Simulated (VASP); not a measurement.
MgCl8:

```
Mg Cl
1.0
     6.10137    0.00000    0.00000
    -3.05069    5.28394    0.00000
     0.00000    0.00000    2.78060
Mg Cl
1 8
Direct
  0.00000 0.00000 0.00000
  0.81000 0.19000 0.50000
  0.81000 0.62000 0.50000
  0.38000 0.19000 0.50000
  0.19000 0.81000 0.50000
  0.19000 0.38000 0.50000
  0.62000 0.81000 0.50000
  0.33333 0.66667 0.00000
  0.66667 0.33333 0.00000
```

The cell was built by a generator and needn't be a form met in nature.

| Item | Value |
| --- | --- |
| Program | VASP 6.6.1 |
| Task | relaxation of cell and atoms |
| Functional | PBE |
| Potentials or basis | VASP PAW PBE potentials, release 64 (Mg, Cl) |
| Cutoff | 600 eV |
| k mesh | 3 × 3 × 6 |
| Occupations | gaussian, width 0.1 eV |
| Spin | no spin polarisation |

At the start: pressure 181.8 GPa; volume 9.96 Å³/atom.

Q: How do energy, volume and symmetry change on relaxing?

A: Over 15 steps the energy falls by 4306.7 meV/atom and the volume is 25.92 Å³/atom (+160.2 %); space group P6/mmm (No. 191, to 0.05 Å).

The path:
```csv
step,energy change (eV),largest force (eV/Å),pressure (GPa),volume (Å³)
1,0.0000,2.6566,181.81,89.64
2,-36.1850,0.6846,-5.99,330.31
3,-38.2793,0.4401,3.13,209.78
4,-38.4629,0.5220,-1.15,238.34
5,-38.4854,0.5017,-0.31,231.10
6,-38.4810,0.4910,0.18,227.37
7,-38.5449,0.4001,0.34,226.57
8,-38.6647,0.1068,1.00,224.13
9,-38.5266,0.5892,3.20,219.10
10,-38.6804,0.0419,1.41,222.99
11,-38.7368,0.0012,0.64,227.88
12,-38.7584,0.0630,-0.25,234.42
13,-38.7588,0.0547,-0.15,233.63
14,-38.7588,0.0526,-0.12,233.41
15,-38.7600,0.0385,-0.08,233.27
```

Final structure:
```
CELL_PARAMETERS angstrom
8.75788 0.00000 0.00000
-4.37894 7.58454 0.00000
0.00000 0.00000 3.51178
ATOMIC_POSITIONS crystal
Mg 0.00000 0.00000 0.00000
Cl 0.83013 0.16987 0.50000
Cl 0.83013 0.66027 0.50000
Cl 0.33973 0.16987 0.50000
Cl 0.16987 0.83013 0.50000
Cl 0.16987 0.33973 0.50000
Cl 0.66027 0.83013 0.50000
Cl 0.33333 0.66667 0.00000
Cl 0.66667 0.33333 0.00000
```

Caveat: the k mesh is coarse (spacing up to 0.40 Å⁻¹), so the values aren't converged; the volume moved by over 15 % at a fixed basis, so the end points are rough.
